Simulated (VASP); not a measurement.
Method: LDA (Ceperley-Alder, Perdew-Zunger), VASP's LDA PAW potentials (set 64) (plane waves; VASP 6.6.1).

A VASP calculation is set up with these files.

### POSCAR
```
AuAl2
1
    0.0000000000     3.0000000000     3.0000000000
    3.0000000000     0.0000000000     3.0000000000
    3.0000000000     3.0000000000     0.0000000000
Al Au
2 1
Direct
  0.2759520000   0.2396860000   0.2451470000
  0.7360250000   0.7425540000   0.7513920000
 -0.0119760000   0.0177600000   0.0034610000
```

### INCAR
```
ALGO=Normal
EDIFF=1E-6
ENCUT=300
ISIF=2
ISMEAR=0
LASPH=T
LCHARG=F
LMAXMIX=6
LREAL=F
LWAVE=F
NBANDS=25
NELM=100
PREC=Accurate
SIGMA=0.1
SYSTEM=AuAl2
```

**KPOINTS**
```
Automatic
0
gamma
  9 9 9
0.5 0.5 0.5
```

POTCAR, in this order: Al Au (LDA.64 set). Program: vasp_std.

Output of the run:

**OSZICAR**
```
       N       E                     dE             d eps       ncg     rms          rms(c)
DAV:   1     0.376079319060E+02    0.37608E+02   -0.45111E+03 78040   0.350E+02
DAV:   2    -0.143981077096E+02   -0.52006E+02   -0.47896E+02 89849   0.105E+02
DAV:   3    -0.155319976263E+02   -0.11339E+01   -0.11270E+01 90769   0.138E+01
DAV:   4    -0.155390334873E+02   -0.70359E-02   -0.70352E-02 86422   0.125E+00
DAV:   5    -0.155391182820E+02   -0.84795E-04   -0.84794E-04 91996   0.136E-01    0.915E+00
DAV:   6    -0.143464861153E+02    0.11926E+01   -0.26105E+00 81546   0.136E+01    0.393E+00
DAV:   7    -0.142466385645E+02    0.99848E-01   -0.12844E-01 78216   0.244E+00    0.188E+00
DAV:   8    -0.142076551731E+02    0.38983E-01   -0.20481E-02 86247   0.609E-01    0.422E-01
DAV:   9    -0.142064817840E+02    0.11734E-02   -0.16002E-03 88316   0.266E-01    0.204E-01
DAV:  10    -0.142064738294E+02    0.79546E-05   -0.16015E-04 88241   0.577E-02    0.227E-02
DAV:  11    -0.142064714468E+02    0.23826E-05   -0.11726E-05 86651   0.169E-02    0.797E-03
DAV:  12    -0.142064714139E+02    0.32917E-07   -0.11269E-06 60371   0.535E-03
   1 F= -.14206471E+02 E0= -.14204450E+02  d E =-.404285E-02
```

**OUTCAR**
```
------------------------ aborting loop because EDIFF is reached ----------------------------------------
  FORCE on cell =-STRESS in cart. coord.  units (eV):
  Direction    XX          YY          ZZ          XY          YZ          ZX
  --------------------------------------------------------------------------------------
  Total       -0.6650340     -0.4971615     -0.4690226     -0.7889614      0.2058557     -0.5556538
  in kB      -19.7315269    -14.7507580    -13.9158773    -23.4084466      6.1077290    -16.4862211
  external PRESSURE =     -16.1327208 kB  Pullay stress =       0.0000000 kB
  volume of cell :       54.00
      direct lattice vectors                 reciprocal lattice vectors
     0.000000000  3.000000000  3.000000000    -0.166666667  0.166666667  0.166666667
     3.000000000  0.000000000  3.000000000     0.166666667 -0.166666667  0.166666667
     3.000000000  3.000000000  0.000000000     0.166666667  0.166666667 -0.166666667
 POSITION                                       TOTAL-FORCE (eV/Angst)
 -----------------------------------------------------------------------------------
      1.45450      1.56330      1.54691         0.524937     -0.553913     -0.424315
      4.48184      4.46225      4.43574         0.266968      0.098290      0.471931
      0.06366      2.97446      3.01735        -0.791905      0.455623     -0.047616
 -----------------------------------------------------------------------------------
    total drift:                               -0.000592      0.000540     -0.000212
  FREE ENERGIE OF THE ION-ELECTRON SYSTEM (eV)
  ---------------------------------------------------
  free  energy   TOTEN  =       -14.2064714139 eV

  energy  without entropy=      -14.2024285641  energy(sigma->0) =      -14.20444999
```
(Selected blocks of OUTCAR.)

### OUTCAR
```
 val. band max:        7.5758509174   @ k =   0.4444  -0.1111  -0.0556

 cond. band min:       7.5856619822   @ k =  -0.1111  -0.2778  -0.3333


 Fermi energy:         7.5780265457

 k-point     1 :       0.0556    0.0556    0.0556
  band No.  band energies     occupation
      1      -2.9259      2.00000
      2       0.8836      2.00000
      3       0.9695      2.00000
      4       1.0187      2.00000
      5       1.9239      2.00000
      6       1.9279      2.00000
      7       9.5107      0.00000
      8       9.9442      0.00000
      9      10.2314      0.00000
     10      10.3758      0.00000
     11      11.6859      0.00000
     12      11.7597      0.00000
     13      12.1066      0.00000
     14      13.0399      0.00000
     15      13.1743      0.00000
     16      13.5069      0.00000
     17      14.4389      0.00000
     18      16.1303      0.00000
     19      16.1550      0.00000
     20      18.8813      0.00000
     21      26.8822      0.00000
     22      26.9198      0.00000
     23      27.3171      0.00000
     24      28.3102      0.00000
     25      28.9594      0.00000

 k-point     2 :       0.0556    0.0000    0.0000
  band No.  band energies     occupation
      1      -2.9229      2.00000
      2       0.8604      2.00000
      3       0.9754      2.00000
      4       1.0415      2.00000
      5       1.9218      2.00000
      6       1.9240      2.00000
      7       9.3890      0.00000
      8       9.8613      0.00000
      9      10.3105      0.00000
     10      10.4610      0.00000
     11      11.7527      0.00000
     12      11.7745      0.00000
     13      12.1247      0.00000
     14      13.0188      0.00000
     15      13.1578      0.00000
     16      13.5224      0.00000
     17      14.4113      0.00000
     18      16.1231      0.00000
     19      16.1481      0.00000
     20      18.8882      0.00000
     21      26.8589      0.00000
     22      26.8720      0.00000
     23      27.3779      0.00000
...
```

At this cut-off the stress carries a Pulay error, which pulls relaxed volumes low. Unless said otherwise, spin-orbit coupling is left out, though it shifts the bands of the heavy elements here.

The structure is a typed AuAl2 crystal. The cell was not relaxed at this level, atoms are displaced from their ideal sites. The run is one of a series of settings (NBANDS = 25 against the base run), some of them coarse on purpose. The electron count is odd and the run is not spin-polarised, which forces a metal.
